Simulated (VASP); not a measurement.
Consider the following.

```yaml
crystal:
  lattice:
    - [2.97804, 0.00000, 0.00000]
    - [0.00000, 2.97804, 0.00000]
    - [0.00000, 0.00000, 2.97804]
  atoms:
    - { symbol: Al, position: [0.50000, 0.50000, 0.50000] }
    - { symbol: Ru, position: [0.00000, 0.00000, 0.00000] }
```

Level of theory: PBE GGA with D4 dispersion, VASP's PBE PAW potentials (set 64) (plane waves; VASP). Settings: 520 eV cut-off, 14×14×14 Γ-centred mesh, tetrahedra with Blöchl corrections, potentials Al Ru_pv.

### Question
Tabulate the total density of states (states/eV per cell) against energy (eV; zero at the valence-band maximum or, without a gap, the Fermi level).

### Answer

```
E (eV) | DOS (states/eV)
    -9.98 |  0.00
    -9.62 |  0.04
    -9.26 | # 0.10
    -8.90 | # 0.14
    -8.66 | # 0.17
    -8.30 | ## 0.20
    -7.94 | ## 0.24
    -7.58 | ## 0.29
    -7.22 | ### 0.34
    -6.86 | ### 0.41
    -6.50 | #### 0.52
    -6.14 | ###### 0.81
    -5.90 | ############# 1.64
    -5.54 | ##### 0.68
    -5.18 | ### 0.40
    -4.82 | ## 0.31
    -4.46 | ##### 0.64
    -4.10 | ######### 1.12
    -3.74 | ################## 2.27
    -3.38 | #################### 2.52
    -3.14 | ############# 1.64
    -2.78 | ############### 1.96
    -2.42 | ####### 0.93
    -2.06 | ######### 1.16
    -1.70 | ######################## 3.01
    -1.34 | ########### 1.42
    -0.98 | ############################## 3.82
    -0.62 | ###################### 2.77
    -0.38 | ################## 2.35
    -0.02 | ############## 1.72
     0.34 | ####### 0.84
     0.70 | ### 0.37
     1.06 | ### 0.32
     1.42 | ## 0.19
     1.78 | ### 0.33
     2.14 | #### 0.57
     2.38 | ############### 1.88
     2.74 | ######## 1.04
     3.10 | ###### 0.77
     3.46 | ##### 0.61
```
Within 2 eV below the Fermi level the largest weight inside VASP's projection spheres is Ru d.

The compound is RuAl in the CsCl type structure. It was relaxed first. The electron count is odd and the run is not spin-polarised, which forces a metal.
